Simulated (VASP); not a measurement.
Output of a VASP run:

File OUTCAR:
```
 ion  position               nearest neighbor table
   1  0.000  0.000  0.000-   2 2.44   2 2.44   2 2.44   2 2.44   2 2.44   2 2.44
   2  0.500  0.500  0.500-   1 2.44   1 2.44   1 2.44   1 2.44   1 2.44   1 2.44
  LATTYP: Found a face centered cubic cell.
 ALAT       =     4.8881628902
 Subroutine PRICEL returns:
 Original cell was already a primitive cell.
 Subroutine GETGRP returns: Found 48 space group operations
The static configuration has the point symmetry O_h .
The dynamic configuration has the point symmetry O_h .
 Subroutine INISYM returns: Found 48 space group operations
 Subroutine IBZKPT returns following result:
 Found     47 irreducible k-points:

 Following reciprocal coordinates:
            Coordinates               Weight
  0.000000  0.000000  0.000000      1.000000
  0.100000  0.000000  0.000000      8.000000
  0.200000  0.000000  0.000000      8.000000
  0.300000  0.000000  0.000000      8.000000
  0.400000  0.000000  0.000000      8.000000
  0.500000  0.000000  0.000000      4.000000
  0.100000  0.100000  0.000000      6.000000
  0.200000  0.100000  0.000000     24.000000
  0.300000  0.100000  0.000000     24.000000
  0.400000  0.100000  0.000000     24.000000
  0.500000  0.100000  0.000000     24.000000
 -0.400000  0.100000  0.000000     24.000000
 -0.300000  0.100000  0.000000     24.000000
 -0.200000  0.100000  0.000000     24.000000
 -0.100000  0.100000  0.000000     12.000000
  0.200000  0.200000  0.000000      6.000000
  0.300000  0.200000  0.000000     24.000000
  0.400000  0.200000  0.000000     24.000000
  0.500000  0.200000  0.000000     24.000000
 -0.400000  0.200000  0.000000     24.000000
 -0.300000  0.200000  0.000000     24.000000
 -0.200000  0.200000  0.000000     12.000000
  0.300000  0.300000  0.000000      6.000000
  0.400000  0.300000  0.000000     24.000000
  0.500000  0.300000  0.000000     24.000000
 -0.400000  0.300000  0.000000     24.000000
 -0.300000  0.300000  0.000000     12.000000
  0.400000  0.400000  0.000000      6.000000
  0.500000  0.400000  0.000000     24.000000
 -0.400000  0.400000  0.000000     12.000000
  0.500000  0.500000  0.000000      3.000000
  0.300000  0.200000  0.100000     24.000000
  0.400000  0.200000  0.100000     48.000000
  0.500000  0.200000  0.100000     48.000000
 -0.400000  0.200000  0.100000     24.000000
  0.400000  0.300000  0.100000     24.000000
  0.500000  0.300000  0.100000     48.000000
 -0.400000  0.300000  0.100000     48.000000
 -0.300000  0.300000  0.100000     48.000000
 -0.200000  0.300000  0.100000     24.000000
   k-points           NKPTS =     47   k-points in BZ     NKDIM =     47   number of bands    NBANDS=     12
   number of dos      NEDOS =    601   number of ions     NIONS =      2
   total plane-waves  NPLWV =  21952
   dimension x,y,z NGX =    28 NGY =   28 NGZ =   28
   dimension x,y,z NGXF=    56 NGYF=   56 NGZF=   56
   ions per type =               1   1
   PREC   = accura    normal or accurate (medium, high low for compatibility)
   ISTART =      0    job   : 0-new  1-cont  2-samecut
   ICHARG =      2    charge: 1-file 2-atom 10-const
   ISPIN  =      1    spin polarized calculation?
   LNONCOLLINEAR =      F non collinear calculations
   LSORBIT =      F    spin-orbit coupling
   INIWAV =      1    electr: 0-lowe 1-rand  2-diag
   ENCUT  =  520.0 eV  38.22 Ry    6.18 a.u.   6.43  6.43  6.43*2*pi/ulx,y,z
   NELM   =    100;   NELMIN=  2; NELMDL= -5     # of ELM steps
   EDIFF  = 0.1E-06   stopping-criterion for ELM
   LREAL  =      F    real-space projection
   NLSPLINE    = F    spline interpolate recip. space projectors
   LMAXMIX     =    2 max onsite mixed and CHGCAR
   VOSKOWN=      0    Vosko Wilk Nusair interpolation
   EDIFFG = 0.1E-05   stopping-criterion for IOM
   NSW    =      0    number of steps for IOM
   NBLOCK =      1;   KBLOCK =      1    inner block; outer block
   IBRION =     -1    ionic relax: 0-MD 1-quasi-New 2-CG
...
```

File OSZICAR:
```
       N       E                     dE             d eps       ncg     rms          rms(c)
DAV:   1     0.135686704483E+03    0.13569E+03   -0.87093E+03  1128   0.135E+03
DAV:   2    -0.441143502572E+01   -0.14010E+03   -0.13208E+03  1308   0.334E+02
DAV:   3    -0.113307869043E+02   -0.69194E+01   -0.68626E+01  1452   0.779E+01
DAV:   4    -0.115719812043E+02   -0.24119E+00   -0.24103E+00  1652   0.130E+01
DAV:   5    -0.115742817812E+02   -0.23006E-02   -0.23001E-02  1364   0.139E+00    0.992E+00
DAV:   6    -0.926656236642E+01    0.23077E+01   -0.13381E+01  1304   0.322E+01    0.402E+00
DAV:   7    -0.920971217324E+01    0.56850E-01   -0.11136E+00  1508   0.991E+00    0.179E+00
DAV:   8    -0.919853445614E+01    0.11178E-01   -0.14956E-01  1156   0.410E+00    0.487E-01
DAV:   9    -0.919514454883E+01    0.33899E-02   -0.30623E-02  1444   0.138E+00    0.129E-01
DAV:  10    -0.919572734892E+01   -0.58280E-03   -0.33345E-03  1164   0.570E-01    0.507E-02
DAV:  11    -0.919584627546E+01   -0.11893E-03   -0.15378E-03  1236   0.316E-01    0.713E-02
DAV:  12    -0.919574681069E+01    0.99465E-04   -0.48746E-04  1368   0.194E-01    0.395E-03
DAV:  13    -0.919574428923E+01    0.25215E-05   -0.14801E-05  1324   0.432E-02    0.142E-03
DAV:  14    -0.919574352986E+01    0.75937E-06   -0.19212E-06  1176   0.154E-02    0.782E-04
DAV:  15    -0.919574330215E+01    0.22771E-06   -0.23363E-07  1280   0.536E-03    0.424E-04
DAV:  16    -0.919574332632E+01   -0.24173E-07   -0.11885E-08   748   0.125E-03
   1 F= -.91957433E+01 E0= -.91957433E+01  d E =0.000000E+00
```

### OUTCAR
```
------------------------ aborting loop because EDIFF is reached ----------------------------------------
  FORCE on cell =-STRESS in cart. coord.  units (eV):
  Direction    XX          YY          ZZ          XY          YZ          ZX
  --------------------------------------------------------------------------------------
  Total        0.0089611      0.0089611      0.0089611     -0.0000000      0.0000000     -0.0000000
  in kB        0.4916940      0.4916940      0.4916940     -0.0000000      0.0000000     -0.0000000
  external PRESSURE =       0.4916940 kB  Pullay stress =       0.0000000 kB
  volume of cell :       29.20
      direct lattice vectors                 reciprocal lattice vectors
     0.000000000  2.444081445  2.444081445    -0.204575834  0.204575834  0.204575834
     2.444081445  0.000000000  2.444081445     0.204575834 -0.204575834  0.204575834
     2.444081445  2.444081445  0.000000000     0.204575834  0.204575834 -0.204575834
  FREE ENERGIE OF THE ION-ELECTRON SYSTEM (eV)
  ---------------------------------------------------
  free  energy   TOTEN  =        -9.1957433263 eV

  energy  without entropy=       -9.1957433263  energy(sigma->0) =       -9.19574333

 total charge

# of ion       s       p       d       tot
------------------------------------------
    1        2.035   5.868   0.280   8.184
    2        1.545   3.458   0.000   5.002
--------------------------------------------------
tot          3.580   9.326   0.280  13.186
```
(Selected blocks of OUTCAR.)

POSCAR:
```
CaO
1
    0.0000000000     2.4440814451     2.4440814451
    2.4440814451     0.0000000000     2.4440814451
    2.4440814451     2.4440814451     0.0000000000
Ca O
1 1
Direct
  0.0000000000   0.0000000000   0.0000000000
  0.5000000000   0.5000000000   0.5000000000
```

Problem. Write an INCAR and KPOINTS that could have produced this output.

Solution. Several could match; the one computed here: the input of the run itself, vdW-DF2, plane waves, VASP's PBE PAW potentials (set 64).

INCAR:
```
SYSTEM = CaO
PREC = Accurate; ENCUT = 520; LREAL = .False.
LASPH = .True.
EDIFF = 1E-7; NELM = 100; ALGO = Normal
ISMEAR = -5
GGA = ML; LUSE_VDW = .True.; AGGAC = 0.0
ZAB_VDW = -1.8867
ISIF = 2
LWAVE = .False.; LCHARG = .True.; LORBIT = 11
NEDOS = 601
```

**KPOINTS**
```
Automatic mesh
0
gamma
 10 10 10
```

POTCAR, in this order: Ca_sv O (PBE.64 set). Program: vasp_std.

The compound is CaO in the rock salt structure. It was relaxed first.
